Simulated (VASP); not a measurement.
```
CELL_PARAMETERS angstrom
      0.00000     2.16870     2.16870
      2.16870     0.00000     2.16870
      2.16870     2.16870     0.00000
ATOMIC_POSITIONS crystal
  Au 0.00000 0.00000 0.00000
```

Computed with vdW-DF2, VASP's PBE PAW potentials (set 64) (plane waves; VASP). Settings: 520 eV cut-off, Gaussian smearing of 0.050 eV, potentials Au.

Unless said otherwise, spin-orbit coupling is left out, though it shifts the bands of the heavy elements here.

**Question.** Estimate the band gap (along the path) with the smallest direct gap where there is one.

**Answer.** 
```json
{
  "band gap (along the path)": "none (metal, semimetal or under 0.01 eV)"
}
```

Total energies compare only between runs with the same potentials, cut-off and functional.

The compound is Au in the fcc structure. It was relaxed first, which changed the volume by +20 %.
